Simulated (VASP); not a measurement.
CsPbBr₃ (cubic perovskite), at 1.04 of the tabulated volume:

```
CsPbBr3
1.0
    5.94725     0.00000     0.00000
    0.00000     5.94725     0.00000
    0.00000     0.00000     5.94725
Cs Pb Br
1 1 3
Cartesian
  0.00000   0.00000   0.00000
  2.97362   2.97362   2.97362
  2.97362   0.00000   2.97362
  0.00000   2.97362   2.97362
  2.97362   2.97362   0.00000
```

The lowest empty band near R, direction [100], from PBE with spin-orbit coupling in VASP (PAW); its two spin partners are averaged. The gap over the points computed is 0.60 eV, and the next band on that side lies 1.48 eV away at the edge.

Numerical set-up: 400 eV cut-off, 4×4×4 Γ-centred mesh, Gaussian smearing of 0.050 eV, potentials Cs_sv Pb_d Br.

```tsv
distance from the edge in k (1/Å)	distance in energy (meV)
0.012	4.8
0.018	10.6
0.025	20.1
0.035	37.9
0.050	71.9
0.070	125.4
```

Problem. Fit E(1 + αE) = ħ²k²/2m* (ħ²/2m0 = 3.810 eV Å²) and predict the row at 0.095 1/Å.

Solution. Least squares on the energies gives the electron mass m* = 0.112 m0 and α = 2.64 per eV, and so 201.0 meV. The run gave 197.3 meV, -3.7 meV from the fit.

Left out are points under 3 meV from the edge, since the levels carry 0.1 meV, and points farther than half the way to the next band.

The compound is CsPbBr3 in the cubic perovskite structure, the ideal cubic form; the compound distorts at low or room temperature. The cell was not relaxed at this level.
